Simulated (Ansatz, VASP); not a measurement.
# Cross-check of Sr2C between VASP and Ansatz, part 2 of 2

Wanted: the spread between two codes on one cell, functional and k mesh. The cell is generated by rule, not measured, and may not be a known phase. The cell is taken from a series of runs on this material, whose earlier steps may have relaxed, scaled, displaced or heated it; both programs get it as it stands.

VASP 6.6.1 and Ansatz 0.2.0.

So far: Starting point; Ansatz: zone-centre phonons, PBEsol.

### 3. VASP: zone-centre phonons, PBEsol

Level of this step: PBEsol; plane waves and PAW (Sr_sv, C); invented cell (VASP).

The same cell, functional, mesh and smearing now go to VASP, with its own data sets.

Lines of VASP's logs that name or quote its potential files are left out, and so is its time.

Contents of INCAR:

```
SYSTEM = Sr2C
PREC = Accurate
ENCUT = 600
EDIFF = 1E-08
NELM = 120
ISMEAR = 1
SIGMA = 0.15
LREAL = .FALSE.
ALGO = Normal
GGA = PS
NBANDS = 18
LORBIT = 11
LWAVE = .FALSE.
LCHARG = .FALSE.
ISIF = 2
IBRION = 8
LASPH = .TRUE.
GGA_COMPAT = .FALSE.
KPAR = 2
```

Contents of POSCAR:

```
Sr2C
1.0
    0.0000000000      3.3077591482      3.3077591482
    3.3077591482      0.0000000000      3.3077591482
    3.3077591482      3.3077591482      0.0000000000
Sr C
2 1
Direct
    0.2500000000      0.2500000000      0.2500000000
    0.7500000000      0.7500000000      0.7500000000
    0.0000000000      0.0000000000      0.0000000000
```

Contents of KPOINTS:

```
Automatic mesh
0
Gamma
10 10 10
0 0 0
```

The projector-augmented-wave data sets are Sr_sv and C (PBE family, release 64).

The run is started by

```
$ mpirun -np 2 vasp_std
```

Numbers of over 12 decimals in the logs are rounded to 6 here.

The program printed:

```text
[banner, memory and clock lines left out]
running    2 mpi-ranks, on    1 nodes
 distrk:  each k-point on    1 cores,    2 groups
 distr:  one band on    1 cores,    1 groups

 POSCAR found type information on POSCAR SrC
 POSCAR found :  2 types and       3 ions
|                                                                             |
|               ----> ADVICE to this user running VASP <----                  |
|                                                                             |
|     You enforced a specific xc type in the INCAR file but a different       |
|     [... a line on the potential file left out ...]
|     I HOPE YOU KNOW WHAT YOU ARE DOING!                                     |
|                                                                             |

 LDA part: xc-table for (Slater+PW92), standard interpolation
 POSCAR, INCAR and KPOINTS ok, starting setup
 FFT: planning ... GRIDC
 FFT: planning ... GRID_SOFT
 FFT: planning ... GRID
 WAVECAR not read
 entering main loop
       N       E                     dE             d eps       ncg     rms          rms(c)
DAV:   1     0.125920544654E+03    0.12592E+03   -0.13058E+04  1692   0.137E+03
DAV:   2    -0.462429400749E+01   -0.13054E+03   -0.12789E+03  1990   0.272E+02
DAV:   3    -0.145215268211E+02   -0.98972E+01   -0.98642E+01  2956   0.589E+01
DAV:   4    -0.147226193751E+02   -0.20109E+00   -0.20097E+00  2410   0.796E+00
DAV:   5    -0.147269505912E+02   -0.43312E-02   -0.43308E-02  2640   0.847E-01    0.214E+01
DAV:   6    -0.120189083399E+02    0.27080E+01   -0.32625E+01  1986   0.141E+01    0.239E+01
DAV:   7    -0.116485662212E+02    0.37034E+00   -0.35478E+00  2020   0.525E+00    0.143E+01
DAV:   8    -0.115806811335E+02    0.67885E-01   -0.54501E-01  2000   0.302E+00    0.110E+00
DAV:   9    -0.115658040263E+02    0.14877E-01   -0.15846E-01  2402   0.859E-01    0.418E-01
DAV:  10    -0.115655983984E+02    0.20563E-03   -0.40820E-03  2374   0.206E-01    0.290E-01
DAV:  11    -0.115657118263E+02   -0.11343E-03   -0.36473E-04  2074   0.124E-01    0.667E-02
DAV:  12    -0.115657115500E+02    0.27624E-06   -0.43514E-05  2244   0.272E-02    0.130E-02
DAV:  13    -0.115657095512E+02    0.19988E-05   -0.28239E-05  2474   0.156E-02    0.547E-03
DAV:  14    -0.115657093416E+02    0.20956E-06   -0.70747E-07  2358   0.330E-03    0.285E-03
DAV:  15    -0.115657091385E+02    0.20319E-06   -0.21663E-07  1698   0.170E-03    0.992E-04
DAV:  16    -0.115657091134E+02    0.25068E-07   -0.53538E-08  1570   0.767E-04    0.242E-04
DAV:  17    -0.115657091038E+02    0.95936E-08   -0.13805E-09  1052   0.286E-04
   1 F= -.11565709E+02 E0= -.11566519E+02  d E =0.242963E-02
 Linear response reoptimize wavefunctions to high precision
DAV:   1    -0.115657091017E+02    0.20900E-08   -0.24888E-10  1090   0.981E-05
DAV:   2    -0.115657091017E+02   -0.15916E-10   -0.81713E-11  1024   0.462E-05
 Linear response DOF=           2
 Linear response progress:
  Degree of freedom:   1/  2
       N       E                     dE             d eps       ncg     rms          rms(c)
RMM:   1    -0.299418006197E+00   -0.29942E+00    0.74508E-01  9580   0.435E+00
RMM:   2    -0.294308282134E+00    0.51097E-02   -0.47218E-02 10660   0.971E-01    0.276E-01
RMM:   3    -0.295806325944E+00   -0.14980E-02   -0.52227E-03 12827   0.336E-01    0.172E-01
RMM:   4    -0.296016678142E+00   -0.21035E-03   -0.64754E-04 14202   0.131E-01    0.566E-02
RMM:   5    -0.296143537391E+00   -0.12686E-03   -0.13855E-04 14827   0.471E-02    0.164E-02
RMM:   6    -0.296218045891E+00   -0.74508E-04   -0.34005E-05 14826   0.199E-02    0.387E-03
RMM:   7    -0.296219018409E+00   -0.97252E-06   -0.11961E-05 15752   0.907E-03    0.239E-03
RMM:   8    -0.296206983191E+00    0.12035E-04   -0.42694E-05 15604   0.464E-03    0.103E-03
RMM:   9    -0.296199498566E+00    0.74846E-05   -0.44388E-05 16204   0.254E-03    0.834E-04
RMM:  10    -0.296196965866E+00    0.25327E-05   -0.19460E-05 16005   0.136E-03    0.378E-04
RMM:  11    -0.296195785149E+00    0.11807E-05   -0.63587E-06 15789   0.854E-04    0.191E-04
RMM:  12    -0.296196669196E+00   -0.88405E-06   -0.28281E-06 15543   0.551E-04    0.169E-04
RMM:  13    -0.296196591423E+00    0.77773E-07   -0.20501E-06 16584   0.369E-04    0.164E-04
RMM:  14    -0.296196715226E+00   -0.12380E-06   -0.91054E-07 15509   0.275E-04    0.283E-04
[...]
RMM:  29    -0.296196300578E+00   -0.21154E-09   -0.34812E-07 10180   0.135E-04    0.219E-07
RMM:  30    -0.296196300307E+00    0.27075E-09   -0.36906E-07  9932   0.135E-04    0.115E-07
RMM:  31    -0.296196300383E+00   -0.75991E-10   -0.34136E-07  9742   0.134E-04    0.183E-07
RMM:  32    -0.296196300318E+00    0.65489E-10   -0.34395E-07  9633   0.134E-04    0.124E-07
RMM:  33    -0.296196300410E+00   -0.91580E-10   -0.32906E-07  9536   0.134E-04    0.109E-07
RMM:  34    -0.296196300322E+00    0.87228E-10   -0.32439E-07  9434   0.134E-04    0.129E-07
RMM:  35    -0.296196300415E+00   -0.93084E-10   -0.31672E-07  9352   0.134E-04    0.106E-07
RMM:  36    -0.296196300432E+00   -0.16135E-10   -0.30872E-07  9282   0.134E-04    0.127E-07
 first order change of Fermi-energy   0.95731E-03
 force on displaced ion       1 direction 1 :  -3.098   0.000   0.000
 Linear response progress:
  Degree of freedom:   2/  2
       N       E                     dE             d eps       ncg     rms          rms(c)
RMM:   1    -0.118369585650E+00   -0.11837E+00    0.31567E-03  6740   0.117E+00
RMM:   2    -0.114654470326E+00    0.37151E-02   -0.62520E-03  6723   0.258E-01    0.426E-01
RMM:   3    -0.114765024697E+00   -0.11055E-03   -0.12204E-03  6633   0.141E-01    0.223E-01
RMM:   4    -0.115297719988E+00   -0.53270E-03   -0.56746E-04  6520   0.105E-01    0.260E-02
RMM:   5    -0.115124435934E+00    0.17328E-03   -0.88596E-05  7213   0.300E-02    0.117E-02
RMM:   6    -0.115127120153E+00   -0.26842E-05   -0.16288E-05  8144   0.112E-02    0.597E-03
RMM:   7    -0.115133797662E+00   -0.66775E-05   -0.27813E-06  8413   0.427E-03    0.399E-03
RMM:   8    -0.115135147162E+00   -0.13495E-05    0.26422E-07  8347   0.236E-03    0.174E-03
RMM:   9    -0.115137258590E+00   -0.21114E-05   -0.53928E-07  8501   0.123E-03    0.418E-04
RMM:  10    -0.115138095814E+00   -0.83722E-06    0.18912E-07  9049   0.539E-04    0.424E-04
RMM:  11    -0.115138250154E+00   -0.15434E-06    0.19260E-07  8983   0.278E-04    0.206E-04
RMM:  12    -0.115138216398E+00    0.33756E-07   -0.89795E-08  9279   0.158E-04    0.116E-04
RMM:  13    -0.115138174597E+00    0.41801E-07    0.35554E-08  9141   0.104E-04    0.625E-05
RMM:  14    -0.115138166092E+00    0.85057E-08   -0.37680E-08  9582   0.806E-05    0.499E-05
 first order change of Fermi-energy  -0.27199E-02
 force on displaced ion       3 direction 1 :  -1.733   0.000   0.000
 Linear response finished
```

From OUTCAR (step 3):

```text
ion  position               nearest neighbor table
   1  0.250  0.250  0.250-   3 2.86   3 2.86   3 2.86   3 2.86   2 3.31   2 3.31   2 3.31   2 3.31
                             2 3.31   2 3.31
   2  0.750  0.750  0.750-   3 2.86   3 2.86   3 2.86   3 2.86   1 3.31   1 3.31   1 3.31   1 3.31
                             1 3.31   1 3.31
   3  0.000  0.000  0.000-   2 2.86   2 2.86   1 2.86   1 2.86   2 2.86   1 2.86   2 2.86   1 2.86

  LATTYP: Found a face centered cubic cell.
 ALAT       =     6.6155182964

 Subroutine GETGRP returns: Found 48 space group operations
 (whereof 48 operations were pure point group operations)

The static configuration has the point symmetry O_h .

 Found     47 irreducible k-points:

   k-points           NKPTS =     47   k-points in BZ     NKDIM =     47   number of bands    NBANDS=     18

   dimension x,y,z NGX =    40 NGY =   40 NGZ =   40
   dimension x,y,z NGXF=    80 NGYF=   80 NGZF=   80

   ENCUT  =  600.0 eV  44.10 Ry    6.64 a.u.   9.34  9.34  9.34*2*pi/ulx,y,z

   NELECT =      24.0000    total number of electrons

 k-points in reciprocal lattice and weights: Automatic mesh
   0.00000000  0.00000000  0.00000000       0.001
   0.10000000  0.00000000  0.00000000       0.008
   0.20000000  0.00000000  0.00000000       0.008
   0.30000000  0.00000000  0.00000000       0.008
   0.40000000  0.00000000  0.00000000       0.008
   0.50000000  0.00000000  0.00000000       0.004
   0.10000000  0.10000000  0.00000000       0.006
   0.20000000  0.10000000  0.00000000       0.024
   0.30000000  0.10000000  0.00000000       0.024
[...]
-0.30000000  0.40000000  0.20000000       0.024
  -0.30000000  0.50000000  0.20000000       0.012

 average (electrostatic) potential at core
       1 -37.6258       2 -37.6258       3 -50.4320

  Total        0.1146857      0.1146857      0.1146857      0.0000000      0.0000000      0.0000000
  in kB        2.5385638      2.5385638      2.5385638      0.0000000      0.0000000      0.0000000
  external PRESSURE =       2.5385638 kB  Pullay stress =       0.0000000 kB

  energy-cutoff  :      600.00
  volume of cell :       72.38
      direct lattice vectors                 reciprocal lattice vectors
     0.000000000  3.307759148  3.307759148    -0.151159736  0.151159736  0.151159736
     3.307759148  0.000000000  3.307759148     0.151159736 -0.151159736  0.151159736
     3.307759148  3.307759148  0.000000000     0.151159736  0.151159736 -0.151159736

 POSITION                                       TOTAL-FORCE (eV/Angst)
 -----------------------------------------------------------------------------------
      1.65388      1.65388      1.65388         0.000000      0.000000      0.000000
      4.96164      4.96164      4.96164        -0.000000     -0.000000     -0.000000
      0.00000      0.00000      0.00000         0.000000      0.000000      0.000000
 -----------------------------------------------------------------------------------
    total drift:                                0.000000     -0.000000      0.000000

 Eigenvectors and eigenvalues of the dynamical matrix
 ----------------------------------------------------

   1 f  =    6.136955 THz    38.559627 2PiTHz  204.706792 cm-1    25.380396 meV
             X         Y         Z           dx          dy          dz
      1.653880  1.653880  1.653880     0.126358    0.126358    0.000000
      4.961639  4.961639  4.961639     0.126358    0.126358   -0.000000
      0.000000  0.000000  0.000000    -0.684154   -0.684154   -0.000000

   2 f  =    6.136955 THz    38.559627 2PiTHz  204.706792 cm-1    25.380396 meV
             X         Y         Z           dx          dy          dz
      1.653880  1.653880  1.653880     0.126358   -0.126358    0.000000
      4.961639  4.961639  4.961639     0.126358   -0.126358   -0.000000
      0.000000  0.000000  0.000000    -0.684154    0.684154    0.000000

   3 f  =    6.136955 THz    38.559627 2PiTHz  204.706792 cm-1    25.380396 meV
             X         Y         Z           dx          dy          dz
      1.653880  1.653880  1.653880     0.000000    0.000000   -0.178698
      4.961639  4.961639  4.961639     0.000000    0.000000   -0.178698
      0.000000  0.000000  0.000000    -0.000000   -0.000000    0.967540

   4 f  =    3.857469 THz    24.237195 2PiTHz  128.671327 cm-1    15.953204 meV
             X         Y         Z           dx          dy          dz
      1.653880  1.653880  1.653880    -0.092300    0.647989    0.267565
      4.961639  4.961639  4.961639     0.092300   -0.647989   -0.267565
      0.000000  0.000000  0.000000     0.000000   -0.000000   -0.000000

   5 f  =    3.857469 THz    24.237195 2PiTHz  128.671327 cm-1    15.953204 meV
             X         Y         Z           dx          dy          dz
      1.653880  1.653880  1.653880    -0.109889   -0.279911    0.639980
      4.961639  4.961639  4.961639     0.109889    0.279911   -0.639980
      0.000000  0.000000  0.000000     0.000000   -0.000000   -0.000000

   6 f  =    3.857469 THz    24.237195 2PiTHz  128.671327 cm-1    15.953204 meV
             X         Y         Z           dx          dy          dz
      1.653880  1.653880  1.653880     0.692391    0.041957    0.137239
      4.961639  4.961639  4.961639    -0.692391   -0.041957   -0.137239
      0.000000  0.000000  0.000000     0.000000   -0.000000   -0.000000

   7 f/i=    0.003487 THz     0.021910 2PiTHz    0.116317 cm-1     0.014421 meV
             X         Y         Z           dx          dy          dz
      1.653880  1.653880  1.653880    -0.106203   -0.360144   -0.571913
      4.961639  4.961639  4.961639    -0.106203   -0.360144   -0.571913
      0.000000  0.000000  0.000000    -0.039230   -0.133032   -0.211256

   8 f/i=    0.003487 THz     0.021910 2PiTHz    0.116317 cm-1     0.014421 meV
             X         Y         Z           dx          dy          dz
      1.653880  1.653880  1.653880    -0.667186   -0.036592    0.146938
      4.961639  4.961639  4.961639    -0.667186   -0.036592    0.146938
      0.000000  0.000000  0.000000    -0.246449   -0.013516    0.054277

   9 f/i=    0.003487 THz     0.021910 2PiTHz    0.116317 cm-1     0.014421 meV
             X         Y         Z           dx          dy          dz
      1.653880  1.653880  1.653880     0.107938   -0.580538    0.345532
      4.961639  4.961639  4.961639     0.107938   -0.580538    0.345532
      0.000000  0.000000  0.000000     0.039871   -0.214442    0.127634

 ELASTIC MODULI CONTR FROM IONIC RELAXATION (kBar)
 Direction    XX          YY          ZZ          XY          YZ          ZX
 --------------------------------------------------------------------------------
 XX          -0.0000     -0.0000     -0.0000      0.0000      0.0000      0.0000
 YY          -0.0000     -0.0000     -0.0000      0.0000      0.0000      0.0000
 ZZ          -0.0000     -0.0000     -0.0000      0.0000      0.0000      0.0000
 XY           0.0000      0.0000      0.0000     -0.8592     -0.0000     -0.0000
 YZ           0.0000      0.0000      0.0000     -0.0000     -0.8592      0.0000
 ZX           0.0000      0.0000      0.0000     -0.0000      0.0000     -0.8592
 --------------------------------------------------------------------------------
```

The PAW data sets were made with PBE, which is usual practice but a small mismatch for other functionals.

### 4. Side by side

Known differences besides the potentials themselves: VASP's run holds the zone centre alone; the cutoff is 420 eV in Ansatz and 600 eV in VASP; Ansatz makes its cores anew for this functional, VASP keeps those of its PBE data sets. Total energies have different zeros and are not compared.

Compared:

```tsv
quantity	Ansatz	VASP	difference
optical mode 1 to 3 (cm⁻¹)	127.6	128.7	-0.84 %
optical mode 4 to 6 (cm⁻¹)	197.9	204.7	-3.33 %
```

Modes are paired by rising frequency, not by their patterns, so a pair may set unlike modes beside each other; they are those without the splitting of longitudinal modes.

### 5. Summary of results

- r.m.s. difference of the optical zone-centre modes, each program's sorted by frequency (zone-centre phonons, PBEsol): 4.9 cm⁻¹
- difference in optical mode 4 to 6 (zone-centre phonons, PBEsol): -3.3 %

**Reading.** The r.m.s. difference of the optical zone-centre modes, each program's sorted by frequency is 4.9 cm⁻¹ (zone-centre phonons, PBEsol). Among the rows given in per cent, the largest difference of the zone-centre phonons, PBEsol pair is in optical mode 4 to 6, -3.3 %. Such differences can come from data sets, numerical settings and the points named under the comparisons, not from the functional's error against experiment.

[Lines on the potential files, build, host, timing and source positions are cut from VASP's logs without a mark.]

[Logs are printed without paths, hosts, clocks, repeated set-up lines and the standing remarks that a program may print on its own settings, such as how far it seeks lower states.]

[Hosts, paths, dates, database ids (printed as entryN), source tags and the programs' standing remarks are cut or masked in the printed files.]
